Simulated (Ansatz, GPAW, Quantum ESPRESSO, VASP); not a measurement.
## One structure in several programs: CaCd2As2 (P-3m1, 5 atoms in the cell)

Self-consistent single point.

```
Ca(CdAs)2
1.0
    4.41388     0.00000     0.00000
   -2.20694     3.82253     0.00000
    0.00000     0.00000     7.20606
Ca Cd As
1 2 2
Cartesian
  0.00000   0.00000   0.00000
  0.00000   2.54836   4.56324
  2.20694   1.27418   2.64282
  0.00000   2.54836   1.71259
  2.20694   1.27418   5.49347
```

Shared settings, as Ansatz (a quantum-chemistry and plane-wave program) writes them: kpoints.mp_grid.grid = 7 7 4; scf.occupations.method = fermi_dirac; scf.occupations.width = 0.05 eV. Potentials and cutoffs stand in the table.

```json
[
 {"code": "VASP", "model": "PBEsol, VASP's PBE PAW potentials (set 64)", "pressure (GPa)": "-1.63", "largest force (eV/Å)": "0.023", "cutoff": "300 eV"},
 {"code": "GPAW", "model": "PBEsol, GPAW PAW datasets PBEsol (made by gpaw-setup)", "pressure (GPa)": "-1.90", "largest force (eV/Å)": "0.037", "cutoff": "600 eV"},
 {"code": "Quantum ESPRESSO", "model": "PBEsol, SSSP 1.1.2 precision (PBE) pseudopotentials", "pressure (GPa)": "-1.89", "largest force (eV/Å)": "0.022", "cutoff": "55 Ry"},
 {"code": "Ansatz", "model": "PBEsol, PAW files made with PBE", "pressure (GPa)": "-1.89", "largest force (eV/Å)": "0.004", "cutoff": "default"}
]
```

The spread over the programs that give each value: pressure within 0.27 GPa; largest force within 0.033 eV/Å.

Ansatz's pressure is given at a fixed set of plane waves, as the other plane-wave codes print theirs.

VASP's run is marked for a possible Pulay error in its stress at this cutoff; no cutoff test was made.

The starting cell comes from a database of computed structures (which also holds hypothetical and non-ambient phases and stackings), without a prior relaxation at this level.

Left out of this page: CP2K and SIESTA (not drawn, or without a comparable value); FLEUR (with a known weakness of the program).

Keys are those of Ansatz 0.2.
